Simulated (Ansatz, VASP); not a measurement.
## SrTlBr3: VASP beside Ansatz

```
CELL_PARAMETERS angstrom
5.87388 0.00000 0.00000
0.00000 5.87388 0.00000
0.00000 0.00000 5.91195
ATOMIC_POSITIONS crystal
Tl 0.00000 0.00000 0.00000
Sr 0.50000 0.50000 0.50000
Br 0.50000 0.50000 0.00000
Br 0.50000 0.00000 0.50000
Br 0.00000 0.50000 0.50000
```

Change from the starting cell: epitaxial_xy strain -0.5%.

Alike in both runs: task single point; functional PBE; k mesh 4 × 4 × 4; occupations fermi-dirac, width 0.02 eV; no spin polarisation.

|  | VASP | Ansatz |
| --- | --- | --- |
| version | VASP 6.6.1 | Ansatz 0.2.0 |
| potentials or method | VASP PAW PBE potentials, release 64 (Tl_d, Sr_sv, Br) | plane waves, PAW |
| plane-wave cutoff (eV) | 520 | 420 |
| valence electrons in the cell | 44 | 44 |

VASP gave:

| Quantity | Value |
| --- | --- |
| gap on the k mesh at the Fermi level (eV) | 3.16 |
| pressure (GPa) | 0.8 |
| largest component of the traceless stress (GPa) | 0.18 |

Q: Which values does Ansatz return?

A: gap on the k mesh at the Fermi level (eV): 3.16; pressure (GPa): 0.7; largest component of the traceless stress (GPa): 0.18.

With one functional, cell and mesh, what is left measures potentials, basis and numerics.

Caveats: spin-orbit coupling is left out, which as a rule narrows the gap of such compounds by several tenths of an eV. A k mesh can miss the band edges.
